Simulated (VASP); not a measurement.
Consider the following.

```
CELL_PARAMETERS angstrom
      2.34660    -3.67380     0.00000
      2.34660     3.67380     0.00000
      0.00000     0.00000     6.14928
ATOMIC_POSITIONS crystal
  Ag 0.33184 0.66816 0.88331
  Ag 0.66816 0.33184 0.11669
  Ag 0.16816 0.83184 0.38331
  Ag 0.83184 0.16816 0.61669
  S  0.00000 0.00000 0.00000
  S  0.50000 0.50000 0.50000
```

Level of theory: PBEsol GGA, VASP's PBE PAW potentials (set 64) (plane waves; VASP). Run with 400 eV cut-off, Gaussian smearing of 0.050 eV, potentials Ag S.

What does the run give for the band gap (along the path) with the smallest direct gap where there is one?

```json
{
 "band gap (along the path)": "0.04 eV",
 "smallest direct gap (along the path)": "0.09 eV"
}
```

The structure comes from a computed database's Ag2S entry (Cmce); how it stands against other phases isn't given here. It was relaxed first, which changed the volume by -10 %.
